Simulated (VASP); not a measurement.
Consider the following.

```xyz
2
Lattice="0.0000 3.1842 3.1842 3.1842 0.0000 3.1842 3.1842 3.1842 0.0000" Properties=species:S:1:pos:R:3 pbc="T T T"
Sn     0.0000     0.0000     0.0000
Te     3.1842     3.1842     3.1842
```

Level of theory: rev-vdW-DF2, VASP's PBE PAW potentials (set 64) (plane waves; VASP 6.6.1). Numerical set-up: 520 eV cut-off, Gaussian smearing of 0.050 eV, potentials Sn_d Te.

Unless said otherwise, spin-orbit coupling is left out, though it shifts the bands of the heavy elements here.

Problem. Give the energies of bands 7 to 13 at the high-symmetry points, in eV from the valence-band maximum.

Solution. 
| band | Γ | X | U | L | W |
|---|---|---|---|---|---|
| 7 | -4.89 | -6.52 | -7.37 | -8.21 | -7.33 |
| 8 | -2.04 | -5.33 | -4.95 | -1.70 | -4.61 |
| 9 | -2.04 | -3.57 | -3.09 | -1.70 | -4.61 |
| 10 | -2.04 | -3.57 | -2.64 | 0.00 | -0.82 |
| 11 | 3.23 | 2.35 | 2.93 | 0.02 | 0.82 |
| 12 | 3.23 | 4.72 | 3.01 | 0.40 | 4.62 |
| 13 | 3.23 | 4.72 | 4.22 | 0.40 | 4.62 |

The gap is direct, 0.02 eV, from the valence maximum at L to the conduction minimum at L.

The compound is SnTe in the rock salt structure, which distorts at low temperature. It was relaxed first.
